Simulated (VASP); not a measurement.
Output of a VASP run:

File OSZICAR:
```
       N       E                     dE             d eps       ncg     rms          rms(c)
DAV:   1     0.117842779173E+03    0.11784E+03   -0.98180E+03  3822   0.154E+03
DAV:   2    -0.134475153703E+02   -0.13129E+03   -0.12797E+03  4377   0.380E+02
DAV:   3    -0.173987988579E+02   -0.39513E+01   -0.39171E+01  4665   0.612E+01
DAV:   4    -0.174364127042E+02   -0.37614E-01   -0.37586E-01  4252   0.627E+00
DAV:   5    -0.174367395985E+02   -0.32689E-03   -0.32686E-03  4617   0.595E-01    0.310E+01
DAV:   6    -0.136311019209E+02    0.38056E+01   -0.11597E+01  4407   0.350E+01    0.763E+00
DAV:   7    -0.135912528004E+02    0.39849E-01   -0.37002E-01  4187   0.528E+00    0.439E+00
DAV:   8    -0.135588860766E+02    0.32367E-01   -0.10143E-01  4282   0.248E+00    0.753E-01
DAV:   9    -0.135568211971E+02    0.20649E-02   -0.10088E-02  4122   0.644E-01    0.169E-01
DAV:  10    -0.135568069782E+02    0.14219E-04   -0.11402E-03  4132   0.361E-01    0.597E-02
DAV:  11    -0.135568096062E+02   -0.26281E-05   -0.80853E-05  4410   0.819E-02    0.119E-02
DAV:  12    -0.135568133560E+02   -0.37498E-05   -0.13818E-05  4147   0.283E-02    0.256E-03
DAV:  13    -0.135568140938E+02   -0.73776E-06   -0.10111E-06  2084   0.804E-03
   1 F= -.13556814E+02 E0= -.13556830E+02  d E =0.484808E-04
```

OUTCAR:
```
------------------------ aborting loop because EDIFF is reached ----------------------------------------
  FORCE on cell =-STRESS in cart. coord.  units (eV):
  Direction    XX          YY          ZZ          XY          YZ          ZX
  --------------------------------------------------------------------------------------
  Total        3.0881354      3.0881356      3.3020774      0.0000000      0.0000000      0.0000000
  in kB      237.5592562    237.5592704    254.0170478      0.0000000      0.0000000      0.0000000
  external PRESSURE =     243.0451915 kB  Pullay stress =       0.0000000 kB
  volume of cell :       20.83
      direct lattice vectors                 reciprocal lattice vectors
     1.455000000 -2.520134000  0.000000000     0.343642612 -0.198402148  0.000000000
     1.455000000  2.520134000  0.000000000     0.343642612  0.198402148  0.000000000
     0.000000000  0.000000000  2.840000000     0.000000000  0.000000000  0.352112676
 POSITION                                       TOTAL-FORCE (eV/Angst)
 -----------------------------------------------------------------------------------
      0.00000      0.00000      0.00000         0.000000      0.000000      0.000000
      1.45500      0.84005      1.42000         0.000000     -0.000000      0.000000
 -----------------------------------------------------------------------------------
    total drift:                                0.000000     -0.000395      0.000000
  FREE ENERGIE OF THE ION-ELECTRON SYSTEM (eV)
  ---------------------------------------------------
  free  energy   TOTEN  =       -13.5568140938 eV

  energy  without entropy=      -13.5568625745  energy(sigma->0) =      -13.55683025

 total charge

# of ion       s       p       d       tot
------------------------------------------
    1        2.372   6.459   3.169  12.001
    2        0.855   1.618   0.000   2.473
--------------------------------------------------
tot          3.227   8.077   3.169  14.474
```
(Selected blocks of OUTCAR.)

### POSCAR
```
WC
1
    1.4550000000    -2.5201340000     0.0000000000
    1.4550000000     2.5201340000     0.0000000000
    0.0000000000     0.0000000000     2.8400000000
W C
1 1
Direct
  0.0000000000   0.0000000000   0.0000000000
  0.3333330000   0.6666670000   0.5000000000
```

**Question.** Write an INCAR and KPOINTS that could have produced this output.

**Answer.** This is not unique; one that fits is the input of the run itself, PBE GGA + U (Dudarev), plane waves, VASP's PBE PAW potentials (set 64).

### INCAR
```
ALGO  =  Normal
EDIFF  =  1E-6
ENCUT  =  520
GGA  =  PE
ISIF  =  2
ISMEAR  =  1
LASPH  =  .TRUE.
LCHARG  =  .FALSE.
LDAU  =  .TRUE.
LDAUJ  =  0 0
LDAUL  =  2 -1
LDAUPRINT  =  1
LDAUTYPE  =  2
LDAUU  =  8.0 0
LMAXMIX  =  6
LORBIT  =  10
LREAL  =  .FALSE.
LWAVE  =  .FALSE.
NELM  =  100
PREC  =  Accurate
SIGMA  =  0.1
SYSTEM  =  WC
```

**KPOINTS**
```
Automatic mesh
0
Gamma
13 13 12
0 0 0
```

POTCAR, in this order: W_sv C (PBE.64 set). Program: vasp_std.

The compound is WC in the wc structure. The cell was not relaxed at this level. The run is one of a series of settings (LDAU = .TRUE., LDAUJ = 0 0, LDAUL = 2 -1, LDAUTYPE = 2, LDAUU = 8.0 0 against the base run), some of them coarse on purpose.
